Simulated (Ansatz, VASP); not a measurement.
Two plane-wave programs on W8AuC8

```
W C Au
1.0
     5.78770    0.00000    0.00000
     0.00000    5.65980    0.00000
     0.00000    0.00000   16.17691
W C Au
8 8 1
Direct
  0.00000 0.00000 0.06182
  0.24076 0.98942 0.21928
  0.00000 0.50000 0.06182
  0.25654 0.48762 0.21479
  0.50000 0.00000 0.06182
  0.74555 0.00801 0.21224
  0.50000 0.50000 0.06182
  0.75447 0.51045 0.21445
  0.00439 0.24677 0.16008
  0.44426 0.15973 0.30368
  0.00094 0.74798 0.15449
  0.08522 0.66338 0.30911
  0.50420 0.25429 0.15460
  0.62047 0.30953 0.31230
  0.49864 0.74816 0.16398
  0.93904 0.84661 0.30759
  0.98822 0.24533 0.34612
```

Alike in both runs: functional PBEsol; k mesh 3 × 3 × 1; occupations gaussian, width 0.1 eV; no spin polarisation.

Ansatz relaxed the structure, and its values are those at the end. VASP's run is a single point on that final structure, the one shown.

|  | VASP | Ansatz |
| --- | --- | --- |
| version | VASP 6.6.1 | Ansatz 0.2.0 |
| potentials or method | VASP PAW PBE potentials, release 64 (W_sv, C, Au) | scalar-relativistic, plane waves, PAW |
| plane-wave cutoff (eV) | 520 | 420 |
| valence electrons in the cell | 155 | 163 |

VASP gave:

- rms of the force components (eV/Å): 0.131

**Question.** Which values does Ansatz return?

**Answer.** rms of the force components (eV/Å): 0.125.

The functional is the same, so the differences come from potentials, cutoffs and numerics. The two sets of potentials don't hold the same shells in valence. Ansatz warned: «xc_potential_rough_in_thin_density».

Caveats: the k mesh is coarse (spacing up to 0.37 Å⁻¹), so the values aren't converged; the PAW data sets were made with another functional, which shifts forces and pressure a little (VASP). Spin-orbit coupling is left out, which matters for the levels of Au, W.
